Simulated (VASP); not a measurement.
Shape and ions are relaxed at each volume.

Energy against volume of Lu (hcp). The numbers are results of r2SCAN+rVV10, VASP's PBE PAW potentials (set 64) (plane waves; VASP), not measurements.

| V (Å³/atom) | E (eV/atom) |
|---|---|
| 27.155 | -37.82070 |
| 28.022 | -37.83537 |
| 28.889 | -37.84065 |
| 29.755 | -37.83760 |
| 30.622 | -37.82731 |

Task: Fit a third-order Birch-Murnaghan equation of state.

Result: 
```
Property                                        Result
---------------------------------------  -------------
volume per atom                          28.99 Å³/atom
bulk modulus                                  50.4 GPa
pressure derivative of the bulk modulus           3.30
```

Measured: bulk modulus 47.6 GPa (computed value off by +5.8 %), as given by Wikipedia, Lutetium (infobox). The calculation is for a static lattice, while the measured bulk modulus holds thermal and zero-point effects, which are part of the difference.

The compound is Lu in the hcp structure. It was relaxed first.
